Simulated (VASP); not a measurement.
Here is the system:

```
Nb3Sn
1.0
    5.30000     0.00000     0.00000
    0.00000     5.30000     0.00000
    0.00000     0.00000     5.30000
Nb Sn
6 2
Cartesian
  1.32500   0.00000   2.65000
  2.65000   1.32500   0.00000
  2.65000   3.97500   0.00000
  3.97500   0.00000   2.65000
  0.00000   2.65000   3.97500
  0.00000   2.65000   1.32500
  2.65000   2.65000   2.65000
  0.00000   0.00000   0.00000
```

Level of theory: r2SCAN meta-GGA, VASP's PBE PAW potentials (set 64) (plane waves; VASP 6.6.1). Run with 400 eV cut-off, 7×7×7 Γ-centred mesh, tetrahedra with Blöchl corrections, potentials Nb_sv Sn_d.

Unless said otherwise, spin-orbit coupling is left out, though it shifts the bands of the heavy elements here.

Question: What does the run give for the energy per atom (σ→0), band gap (over mesh and band path) with the smallest direct gap where there is one?

Answer: 
The band gap (over mesh and band path) comes out as none (metal, semimetal or under 0.01 eV). The energy per atom (σ→0) is -25.041 eV/atom.

The compound is Nb3Sn in the A15 structure. It was relaxed first.
